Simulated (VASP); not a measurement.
Method: r2SCAN+rVV10 with spin-orbit coupling, VASP's PBE PAW potentials (set 64) (plane waves; VASP).

VASP input:

POSCAR:
```
CoSi2
3.7516420
  0.0000000000   0.7071068582   0.7071068582
  0.7071068582   0.0000000000   0.7071068582
  0.7071068582   0.7071068582   0.0000000000
Co Si
1 2
direct
  0.0000000000   0.0000000000   0.0000000000
  0.2500000000   0.2500000000   0.2500000000
  0.7500000000   0.7500000000   0.7500000000
```

**INCAR**
```
LMIXTAU = .True.
LUSE_VDW = .True.
SIGMA = 0.05
LWAVE = .False.
SYSTEM = CoSi2
CPARAM = 0.0093
ISMEAR = 0   ! Gaussian
METAGGA = R2SCAN
BPARAM = 11.95
MAGMOM = 9*0
LMAXMIX = 4   ! l cut-off of mixed one-centre charges
LASPH = .True.
PREC = Accurate
ENCUT = 400
NELM = 100
LSORBIT = .True.
LREAL = .False.   ! projection in real space or not
LCHARG = .False.
GGA_COMPAT = .False.
ALGO = Normal   ! blocked Davidson
EDIFF = 1E-6   ! SCF stop (eV)
```

**KPOINTS_OPT**
```
k-points along high-symmetry lines
8
Line-mode
Reciprocal
  0.000000   0.000000   0.000000 ! GAMMA
  0.500000   0.000000   0.500000 ! X

  0.500000   0.000000   0.500000 ! X
  0.625000   0.250000   0.625000 ! U

  0.375000   0.375000   0.750000 ! K
  0.000000   0.000000   0.000000 ! GAMMA

  0.000000   0.000000   0.000000 ! GAMMA
  0.500000   0.500000   0.500000 ! L

  0.500000   0.500000   0.500000 ! L
  0.500000   0.250000   0.750000 ! W

  0.500000   0.250000   0.750000 ! W
  0.500000   0.000000   0.500000 ! X
```

KPOINTS:
```
Automatic
0
gamma
 9 9 9
0 0 0
```

POTCAR, in this order: Co Si (PBE.64 set). Program: vasp_ncl.

Output of the run:

### OUTCAR
```
 ion  position               nearest neighbor table
   1  0.000  0.000  0.000-   3 2.30   3 2.30   3 2.30   2 2.30   3 2.30   2 2.30   2 2.30   2 2.30
  LATTYP: Found a face centered cubic cell.
 ALAT       =     5.3056235756
 Subroutine PRICEL returns:
 Original cell was already a primitive cell.
 Subroutine GETGRP returns: Found 48 space group operations
The static configuration has the point symmetry O_h .
The dynamic configuration has the point symmetry O_h .
The overall configuration has the point symmetry O_h .
 Subroutine INISYM returns: Found 48 space group operations
 Subroutine IBZKPT returns following result:
 Found     35 irreducible k-points:

 Following reciprocal coordinates:
            Coordinates               Weight
  0.000000  0.000000  0.000000      1.000000
  0.111111  0.000000  0.000000      8.000000
  0.222222  0.000000  0.000000      8.000000
  0.333333  0.000000  0.000000      8.000000
  0.444444  0.000000  0.000000      8.000000
  0.111111  0.111111  0.000000      6.000000
  0.222222  0.111111  0.000000     24.000000
  0.333333  0.111111  0.000000     24.000000
  0.444444  0.111111  0.000000     24.000000
 -0.444444  0.111111  0.000000     24.000000
 -0.333333  0.111111  0.000000     24.000000
 -0.222222  0.111111  0.000000     24.000000
 -0.111111  0.111111  0.000000     12.000000
  0.222222  0.222222  0.000000      6.000000
  0.333333  0.222222  0.000000     24.000000
  0.444444  0.222222  0.000000     24.000000
 -0.444444  0.222222  0.000000     24.000000
 -0.333333  0.222222  0.000000     24.000000
 -0.222222  0.222222  0.000000     12.000000
  0.333333  0.333333  0.000000      6.000000
  0.444444  0.333333  0.000000     24.000000
 -0.444444  0.333333  0.000000     24.000000
 -0.333333  0.333333  0.000000     12.000000
  0.444444  0.444444  0.000000      6.000000
 -0.444444  0.444444  0.000000     12.000000
  0.333333  0.222222  0.111111     24.000000
  0.444444  0.222222  0.111111     48.000000
 -0.444444  0.222222  0.111111     48.000000
  0.444444  0.333333  0.111111     24.000000
 -0.444444  0.333333  0.111111     48.000000
 -0.333333  0.333333  0.111111     48.000000
 -0.222222  0.333333  0.111111     24.000000
 -0.444444  0.444444  0.111111     24.000000
 -0.333333  0.444444  0.111111     24.000000
 -0.333333  0.444444  0.222222     24.000000
   k-points           NKPTS =     35   k-points in BZ     NKDIM =     35   number of bands    NBANDS=     24
   number of dos      NEDOS =    301   number of ions     NIONS =      3
   total plane-waves  NPLWV =  13824
   dimension x,y,z NGX =    24 NGY =   24 NGZ =   24
   dimension x,y,z NGXF=    48 NGYF=   48 NGZF=   48
   ions per type =               1   2
   PREC   = accura    normal or accurate (medium, high low for compatibility)
   ISTART =      0    job   : 0-new  1-cont  2-samecut
   ICHARG =      2    charge: 1-file 2-atom 10-const
   ISPIN  =      1    spin polarized calculation?
   LNONCOLLINEAR =      T non collinear calculations
   LSORBIT =      T    spin-orbit coupling
   INIWAV =      1    electr: 0-lowe 1-rand  2-diag
   ENCUT  =  400.0 eV  29.40 Ry    5.42 a.u.   6.12  6.12  6.12*2*pi/ulx,y,z
   NELM   =    100;   NELMIN=  2; NELMDL= -5     # of ELM steps
   EDIFF  = 0.1E-05   stopping-criterion for ELM
   LREAL  =      F    real-space projection
   NLSPLINE    = F    spline interpolate recip. space projectors
   LMAXMIX     =    4 max onsite mixed and CHGCAR
   VOSKOWN=      0    Vosko Wilk Nusair interpolation
   EDIFFG = 0.1E-04   stopping-criterion for IOM
   NSW    =      0    number of steps for IOM
   NBLOCK =      1;   KBLOCK =      1    inner block; outer block
   IBRION =     -1    ionic relax: 0-MD 1-quasi-New 2-CG
...
```

File OSZICAR:
```
       N       E                     dE             d eps       ncg     rms          rms(c)
DAV:   1     0.709000022106E+02    0.70900E+02   -0.61501E+03  1680   0.120E+03
DAV:   2    -0.296363935905E+02   -0.10054E+03   -0.95504E+02  1688   0.283E+02
DAV:   3    -0.353531414572E+02   -0.57167E+01   -0.55089E+01  2224   0.794E+01
DAV:   4    -0.355159624846E+02   -0.16282E+00   -0.16249E+00  2064   0.132E+01
DAV:   5    -0.355227946213E+02   -0.68321E-02   -0.68312E-02  2488   0.251E+00    0.164E+01
DAV:   6    -0.367715280498E+02   -0.12487E+01   -0.43446E+01  2048   0.152E+02    0.184E+01
DAV:   7    -0.316211478354E+02    0.51504E+01   -0.15005E+01  2056   0.111E+02    0.518E+00
DAV:   8    -0.317745954592E+02   -0.15345E+00   -0.24393E+00  2560   0.189E+01    0.356E+00
DAV:   9    -0.317056318097E+02    0.68964E-01   -0.33918E-01  2192   0.138E+01    0.674E-01
DAV:  10    -0.317145306631E+02   -0.88989E-02   -0.22121E-02  2480   0.182E+00    0.529E-01
DAV:  11    -0.317133213623E+02    0.12093E-02   -0.83456E-03  2312   0.200E+00    0.179E-01
DAV:  12    -0.317134437441E+02   -0.12238E-03   -0.84265E-04  2328   0.602E-01    0.346E-02
DAV:  13    -0.317134514446E+02   -0.77005E-05   -0.15977E-04  2576   0.249E-01    0.430E-02
DAV:  14    -0.317134533945E+02   -0.19500E-05   -0.62427E-05  2296   0.168E-01    0.102E-02
DAV:  15    -0.317134538641E+02   -0.46959E-06   -0.31726E-06  1968   0.184E-02
   1 F= -.31713454E+02 E0= -.31712451E+02  d E =-.200524E-02  mag=     0.0000     0.0000    -0.0000
       N       E                     dE             ncg
       N       E                     dE             ncg
```

### OUTCAR
```
------------------------ aborting loop because EDIFF is reached ----------------------------------------
  FORCE on cell =-STRESS in cart. coord.  units (eV):
  Direction    XX          YY          ZZ          XY          YZ          ZX
  --------------------------------------------------------------------------------------
  Total        0.0089076      0.0089076      0.0089076      0.0000000      0.0000000     -0.0000000
  in kB        0.3822277      0.3822277      0.3822277      0.0000000      0.0000000     -0.0000000
  external PRESSURE =       0.3822277 kB  Pullay stress =       0.0000000 kB
  volume of cell :       37.34
      direct lattice vectors                 reciprocal lattice vectors
     0.000000000  2.652811788  2.652811788    -0.188479259  0.188479259  0.188479259
     2.652811788  0.000000000  2.652811788     0.188479259 -0.188479259  0.188479259
     2.652811788  2.652811788  0.000000000     0.188479259  0.188479259 -0.188479259
 POSITION                                       TOTAL-FORCE (eV/Angst)
 -----------------------------------------------------------------------------------
      0.00000      0.00000      0.00000         0.000000     -0.000000     -0.000000
      1.32641      1.32641      1.32641        -0.000000     -0.000000      0.000000
      3.97922      3.97922      3.97922        -0.000000      0.000000     -0.000000
 -----------------------------------------------------------------------------------
    total drift:                               -0.000000      0.000000      0.000000
  FREE ENERGIE OF THE ION-ELECTRON SYSTEM (eV)
  ---------------------------------------------------
  free  energy   TOTEN  =       -31.7134538641 eV

  energy  without entropy=      -31.7114486221  energy(sigma->0) =      -31.71245124

 Ion:    1  E_soc:     -0.0127233

 Ion:    2  E_soc:     -0.0003216

 Ion:    3  E_soc:     -0.0003216
```
(Selected blocks of OUTCAR.)

OUTCAR:
```
 val. band max:       10.2705775175   @ k =   0.2222   0.1111   0.0000

 cond. band min:      10.3603780822   @ k =   0.2222   0.2222   0.0000


 Fermi energy:        10.3531908621

 k-point     1 :       0.0000    0.0000    0.0000
  band No.  band energies     occupation
      1      -3.6446      1.00000
      2      -3.6446      1.00000
      3       5.9790      1.00000
      4       5.9790      1.00000
      5       5.9790      1.00000
      6       5.9790      1.00000
      7       6.0085      1.00000
      8       6.0085      1.00000
      9       8.2690      1.00000
     10       8.2690      1.00000
     11       8.2690      1.00000
     12       8.2690      1.00000
     13      11.9370      0.00000
     14      11.9370      0.00000
     15      13.8799      0.00000
     16      13.8799      0.00000
     17      14.0175      0.00000
     18      14.0175      0.00000
     19      14.0175      0.00000
     20      14.0175      0.00000
     21      14.1083      0.00000
     22      14.1083      0.00000
     23      14.1086      0.00000
     24      14.1099      0.00000

 k-point     2 :       0.1111    0.0000    0.0000
  band No.  band energies     occupation
      1      -3.4429      1.00000
      2      -3.4429      1.00000
      3       5.5394      1.00000
      4       5.5394      1.00000
      5       6.0482      1.00000
      6       6.0482      1.00000
      7       6.0720      1.00000
      8       6.0720      1.00000
      9       8.2083      1.00000
     10       8.2083      1.00000
     11       8.2163      1.00000
     12       8.2163      1.00000
     13      11.5064      0.00000
     14      11.5064      0.00000
     15      12.6066      0.00000
     16      12.6066      0.00000
     17      12.9633      0.00000
     18      12.9633      0.00000
     19      13.0005      0.00000
     20      13.0005      0.00000
     21      15.0958      0.00000
     22      15.0958      0.00000
     23      15.1120      0.00000
     24      15.1120      0.00000
...
```

The structure comes from a measured CoSi2 entry (Fm-3m) of the Crystallography Open Database, whose conditions weren't checked. It was relaxed first.
